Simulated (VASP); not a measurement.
An input for Ansatz (written as the equivalent of a VASP run, and not itself run):

Ansatz 0.2 input:
```yaml
crystal:
  lattice:
    - [4.6136884, 0.0000000, 0.0000000]
    - [0.0000000, 4.6136884, 0.0000000]
    - [0.0000000, 0.0000000, 4.6136884]
  atoms:
    - { symbol: Si, position: [0.1597039, 0.3402961, 0.6597039] }
    - { symbol: Si, position: [0.6597039, 0.1597039, 0.3402961] }
    - { symbol: Si, position: [0.8402961, 0.8402961, 0.8402961] }
    - { symbol: Si, position: [0.3402961, 0.6597039, 0.1597039] }
    - { symbol: Ru, position: [0.8643577, 0.6356423, 0.3643577] }
    - { symbol: Ru, position: [0.3643577, 0.8643577, 0.6356423] }
    - { symbol: Ru, position: [0.1356423, 0.1356423, 0.1356423] }
    - { symbol: Ru, position: [0.6356423, 0.3643577, 0.8643577] }
kpoints:
  mp_grid: { grid: [5, 5, 5] }
hamiltonian:
  xc: pbe
  pseudopotentials: { kind: paw }
scf:
  occupations: { method: gaussian, width: 0.05 }
  max_iter: 100
relax:
  max_steps: 40
  f_tol: 0.02
  cell: { p_target: 30 }
output: { forces: true, stress: true, eigenvalues: true }
```

**Question.** Translate this input to VASP (INCAR, KPOINTS, POSCAR, choice of POTCAR).

**Answer.** One answer among several that fit: 
POSCAR:
```
RuSi
1.0
  4.6136884464   0.0000000000   0.0000000000
  0.0000000000   4.6136884464   0.0000000000
  0.0000000000   0.0000000000   4.6136884464
Si Ru
4 4
Cartesian
  0.7368242108   1.5700200124   3.0436684340
  3.0436684340   0.7368242108   1.5700200124
  3.8768642356   3.8768642356   3.8768642356
  1.5700200124   3.0436684340   0.7368242108
  3.9878771751   2.9326554945   1.6810329519
  1.6810329519   3.9878771751   2.9326554945
  0.6258112713   0.6258112713   0.6258112713
  2.9326554945   1.6810329519   3.9878771751
```

INCAR:
```
SYSTEM = RuSi
PREC = Accurate
ENCUT = 500
EDIFF = 1E-6
NELM = 100
ALGO = Normal
LREAL = .FALSE.
LASPH = .TRUE.
ISMEAR = 0
SIGMA = 0.05
GGA = PE
LMAXMIX = 4
LWAVE = .FALSE.
LCHARG = .FALSE.
IBRION = 2
ISIF = 3
NSW = 40
EDIFFG = -0.02
PSTRESS = 300
```

File KPOINTS:
```
Automatic mesh
0
Gamma
5 5 5
0 0 0
```

POTCAR, in this order: Si Ru_pv (PBE.64 set). Program: vasp_std.

What does not carry over: each code has its own PAW files, so the cut-off isn't converted (ENCUT is set for VASP's; basis.ecutwfc is left out, and Ansatz then takes the one that its files recommend); Ansatz stops its SCF on the density residual and VASP on the energy change (EDIFF).

The compound is RuSi in the B20 structure. This run relaxes it under an external pressure of 30 GPa. Symmetry was kept, so distortions that lower it aren't found.
